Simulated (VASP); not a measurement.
# Vibrations of Germanium: a test of the settings, part 2 of 2

How far do the zone-centre frequencies of Germanium depend on the numerical settings? The starting structure is a measured crystal structure from the Crystallography Open Database.

VASP 6.6.1.

Results so far: reference T2g 290.1 cm⁻¹; a 6×6×6 mesh T2g 267.8 cm⁻¹; a cutoff of 310 eV T2g 288.9 cm⁻¹; a 14×14×14 mesh T2g 293.7 cm⁻¹.

**6. Modes with a smearing width of 0.02 eV**

Level of this step: LDA; plane waves and PAW (Ge_d) (VASP).

Against step 2 the input has SIGMA = 0.02.

INCAR

```
SYSTEM = Ge
PREC = Accurate
ENCUT = 450
EDIFF = 1E-08
NELM = 100
ISMEAR = 0
SIGMA = 0.02
LREAL = .FALSE.
ALGO = Normal
GGA = CA
NBANDS = 20
LORBIT = 11
LWAVE = .FALSE.
LCHARG = .FALSE.
KPAR = 4
IBRION = 8
ISIF = 2
```

POSCAR

```
Ge
1.0
    0.0000000000      2.8090797519      2.8090797519
    2.8090797519      0.0000000000      2.8090797519
    2.8090797519      2.8090797519      0.0000000000
Ge
2
Direct
    0.7500000000      0.7500000000      0.7500000000
    0.5000000000      0.5000000000      0.5000000000
```

KPOINTS

```
Automatic mesh
0
Gamma
10 10 10
0 0 0
```

The projector-augmented-wave data sets are Ge_d (LDA family, release 64).

On the command line:

```console
$ mpirun -np 4 vasp_std
```

Output:

```text
[... set-up lines as in an earlier step ...]
 entering main loop
       N       E                     dE             d eps       ncg     rms          rms(c)
DAV:   1     0.175850400746E+03    0.17585E+03   -0.13929E+04  2016   0.349E+03
DAV:   2     0.138031837520E+02   -0.16205E+03   -0.15802E+03  1884   0.557E+02
DAV:   3    -0.983008041859E+01   -0.23633E+02   -0.23469E+02  2144   0.139E+02
DAV:   4    -0.105598199510E+02   -0.72974E+00   -0.72934E+00  2064   0.290E+01
[...]
DAV:  10    -0.103877421161E+02    0.34238E-05   -0.93395E-06  2512   0.447E-02    0.424E-03
DAV:  11    -0.103877420264E+02    0.89688E-07   -0.97913E-07  2044   0.801E-03    0.177E-03
DAV:  12    -0.103877420292E+02   -0.27521E-08   -0.73228E-08  2512   0.385E-03
   1 F= -.10387742E+02 E0= -.10387738E+02  d E =-.834021E-05
 Linear response reoptimize wavefunctions to high precision
DAV:   1    -0.103877420284E+02    0.72941E-09   -0.37827E-09  1724   0.542E-04
DAV:   2    -0.103877420285E+02   -0.37289E-10   -0.18618E-10  1176   0.156E-04
 Linear response DOF=           1
 Linear response progress:
  Degree of freedom:   1/  1
       N       E                     dE             d eps       ncg     rms          rms(c)
RMM:   1    -0.188050646407E+00   -0.18805E+00    0.84975E+00  8316   0.445E+01
RMM:   2    -0.195563722206E+00   -0.75131E-02   -0.13645E-02 11110   0.111E+00    0.763E-02
RMM:   3    -0.195626245862E+00   -0.62524E-04   -0.93779E-04 11727   0.318E-01    0.438E-02
RMM:   4    -0.195577107706E+00    0.49138E-04   -0.51375E-05 12434   0.800E-02    0.473E-03
[...]
RMM:  11    -0.195593333221E+00    0.24648E-07   -0.91676E-08 13029   0.113E-04    0.278E-06
RMM:  12    -0.195593357185E+00   -0.23964E-07   -0.60415E-08 13169   0.906E-05    0.169E-06
RMM:  13    -0.195593362733E+00   -0.55486E-08   -0.43495E-08 13063   0.811E-05    0.261E-07
 first order change of Fermi-energy   0.12595E-03
 force on displaced ion       1 direction 1 : -11.412  -0.000  -0.000
 Linear response finished
```

It took 96 s on 4 MPI ranks of AMD EPYC 7R43, shared host; peak memory 1.2 GiB; 6.3 min of CPU time.

Parts of OUTCAR (step 6):

```text
  Total       -0.0217784     -0.0217784     -0.0217784     -0.0000000      0.0000000     -0.0000000
  in kB       -0.7870718     -0.7870718     -0.7870718     -0.0000000      0.0000000     -0.0000000
  external PRESSURE =      -0.7870718 kB  Pullay stress =       0.0000000 kB

 POSITION                                       TOTAL-FORCE (eV/Angst)
 -----------------------------------------------------------------------------------
      4.21362      4.21362      4.21362         0.000000     -0.000000      0.000000
      2.80908      2.80908      2.80908        -0.000000      0.000000     -0.000000
 -----------------------------------------------------------------------------------
    total drift:                                0.000000      0.000000      0.000000

[... 2 parts as in an earlier step ...]
```

With a smearing width of 0.02 eV the mode is T2g 292.4 cm⁻¹, +2.3 cm⁻¹ from the reference.

**7. Modes with finite displacements**

Against step 2 the input has IBRION = 6, NFREE = 2 and POTIM = 0.015 (also changed: NSW).

Changes to INCAR since step 6:

```diff
@@ -6,3 +6,3 @@
 ISMEAR = 0
-SIGMA = 0.02
+SIGMA = 0.05
 LREAL = .FALSE.
@@ -15,3 +15,6 @@
 KPAR = 4
-IBRION = 8
+IBRION = 6
+NFREE = 2
+POTIM = 0.015
+NSW = 1
 ISIF = 2
```

POSCAR is that of step 6.

KPOINTS is that of step 6.

On the command line:

```console
$ mpirun -np 4 vasp_std
```

Output:

```text
[... set-up lines as in an earlier step ...]
 entering main loop
       N       E                     dE             d eps       ncg     rms          rms(c)
[... 12 cycles as in an earlier step ...]
   1 F= -.10387774E+02 E0= -.10387736E+02  d E =-.768553E-04
 Found     1 degrees of freedom:
 Finite differences POTIM= 0.01500 DOF=   1
[...]
N       E                     dE             d eps       ncg     rms          rms(c)
DAV:   1    -0.103853651685E+02    0.24092E-02   -0.10018E+00  7624   0.822E+00    0.581E-02
DAV:   2    -0.103865076697E+02   -0.11425E-02   -0.11905E-02  7316   0.116E+00    0.326E-02
DAV:   3    -0.103865099281E+02   -0.22584E-05   -0.25316E-04  8416   0.170E-01    0.117E-02
DAV:   4    -0.103865079491E+02    0.19790E-05   -0.13741E-05  8588   0.420E-02    0.220E-03
DAV:   5    -0.103865078907E+02    0.58419E-07   -0.12870E-06  8292   0.156E-02    0.716E-04
DAV:   6    -0.103865078824E+02    0.83282E-08   -0.72095E-08  7468   0.260E-03
   2 F= -.10386508E+02 E0= -.10386467E+02  d E =-.820431E-04
 Finite differences progress:
  Degree of freedom:   1/  1
  Displacement:        1/  2
  Total:               1/  2
[...]
N       E                     dE             d eps       ncg     rms          rms(c)
DAV:   1    -0.103837297369E+02    0.27782E-02   -0.24937E+00  7820   0.125E+01    0.110E-01
DAV:   2    -0.103865404099E+02   -0.28107E-02   -0.29823E-02  7508   0.173E+00    0.650E-02
DAV:   3    -0.103865099094E+02    0.30501E-04   -0.70293E-04  9512   0.287E-01    0.135E-02
DAV:   4    -0.103865082931E+02    0.16163E-05   -0.35400E-05  7792   0.629E-02    0.408E-03
DAV:   5    -0.103865078931E+02    0.39990E-06   -0.26046E-06  8864   0.199E-02    0.902E-04
DAV:   6    -0.103865078882E+02    0.49713E-08   -0.26173E-07  7500   0.546E-03    0.327E-04
DAV:   7    -0.103865078829E+02    0.52423E-08   -0.23098E-08  6532   0.136E-03
   3 F= -.10386508E+02 E0= -.10386467E+02  d E =-.820497E-04
 Finite differences progress:
  Degree of freedom:   1/  1
  Displacement:        2/  2
  Total:               2/  2
```

Elapsed: 43 s, on 4 MPI ranks; peak memory 0.97 GiB; 2.8 min of CPU time.

Parts of OUTCAR (step 7):

```text
  Total       -0.0092175     -0.0105795     -0.0105795      0.0000000      0.1322977      0.0000000
  in kB       -0.3331215     -0.3823440     -0.3823440      0.0000000      4.7812398      0.0000000
  external PRESSURE =      -0.3659365 kB  Pullay stress =       0.0000000 kB

 POSITION                                       TOTAL-FORCE (eV/Angst)
 -----------------------------------------------------------------------------------
      4.19862      4.21362      4.21362         0.169352      0.000000      0.000000
      2.80908      2.80908      2.80908        -0.169352     -0.000000     -0.000000
 -----------------------------------------------------------------------------------
    total drift:                                0.001815     -0.000004     -0.000004

  FREE ENERGIE OF THE ION-ELECTRON SYSTEM (eV)
  ---------------------------------------------------
  free  energy   TOTEN  =       -10.3865078829 eV

  energy  without entropy=      -10.3864258332  energy(sigma->0) =      -10.38646686

[... 2 parts as in an earlier step ...]

[... 1 further part left out ...]
[key lines of the parts left out:]
E-fermi :   4.9875
```

The last energy, forces and stress in OUTCAR belong to the last displaced cell, not to that of POSCAR.

With finite displacements the mode is T2g 290.8 cm⁻¹, +0.7 cm⁻¹ from the reference.

**8. Comparison**

```csv
run,T2g,method,core minutes
reference,290.1,perturbation theory,4.13
a 6×6×6 mesh,267.8,perturbation theory,2.27
a cutoff of 310 eV,288.9,perturbation theory,4.53
a 14×14×14 mesh,293.7,perturbation theory,18.6
a smearing width of 0.02 eV,292.4,perturbation theory,6.4
finite displacements,290.8,finite displacements,2.87
```

Modes are in cm⁻¹, degenerate ones as one, matched between runs by symmetry and order. A number in brackets counts the listed modes of one symmetry from the lowest. The symmetry labels come from an automatic analysis and can be wrong where levels nearly coincide. Core minutes are wall time times ranks of the run shown, on a shared host.

**9. What came out**

- T2g, reference: 290.1 cm⁻¹
- T2g, a 6×6×6 mesh: 267.8 cm⁻¹
- T2g, a cutoff of 310 eV: 288.9 cm⁻¹
- T2g, a 14×14×14 mesh: 293.7 cm⁻¹
- T2g, a smearing width of 0.02 eV: 292.4 cm⁻¹
- T2g, finite displacements: 290.8 cm⁻¹

What this shows: The largest change comes with a 6×6×6 mesh: -22.3 cm⁻¹ in T2g. On finer settings the modes change by up to +3.6 cm⁻¹ in T2g with a 14×14×14 mesh. Other changes move the modes by more: -22.3 cm⁻¹ in T2g with a 6×6×6 mesh. Further runs on this material are not shown.

[Lines on the potential files, build, host, timing and source positions are cut from VASP's logs without a mark.]

[Logs are printed without paths, hosts, clocks, repeated set-up lines and the standing remarks that a program may print on its own settings, such as how far it seeks lower states.]

[Hosts, paths, dates, database ids (printed as entryN), source tags and the programs' standing remarks are cut or masked in the printed files.]
